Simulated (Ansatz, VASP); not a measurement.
**One calculation of Ta3B2N, two programs**

```
CELL_PARAMETERS angstrom
5.53402 0.00000 0.00000
-2.76701 4.79260 0.00000
0.00000 0.00000 3.28817
ATOMIC_POSITIONS crystal
Ta 0.50000 0.00000 0.00000
Ta 0.00000 0.50000 0.00000
Ta 0.50000 0.50000 0.00000
B 0.33333 0.66667 0.50000
B 0.66667 0.33333 0.50000
N 0.00000 0.00000 0.00000
```

Alike in both runs: functional PBE; k mesh 6 × 6 × 6; occupations gaussian, width 0.1 eV; no spin polarisation.

Ansatz relaxed the structure, and its values are those at the end. VASP's run is a single point on that final structure, the one shown.

```csv
,VASP,Ansatz
version,VASP 6.6.1,Ansatz 0.2.0
potentials or method,"VASP PAW PBE potentials, release 64 (Ta_pv, B, N)","scalar-relativistic, plane waves, PAW"
plane-wave cutoff (eV),520,420
valence electrons in the cell,44,50
```

```csv
,VASP,Ansatz,Ansatz less VASP
gap on the k mesh at the Fermi level (eV),none,none,-
pressure (GPa),0.1,-0.1,-0.21
```

A gap of «none» marks a metal or a gap that the smearing closes. The two sets of potentials don't hold the same shells in valence.

The runs have no spin-orbit coupling, so splittings on Ta are missing.
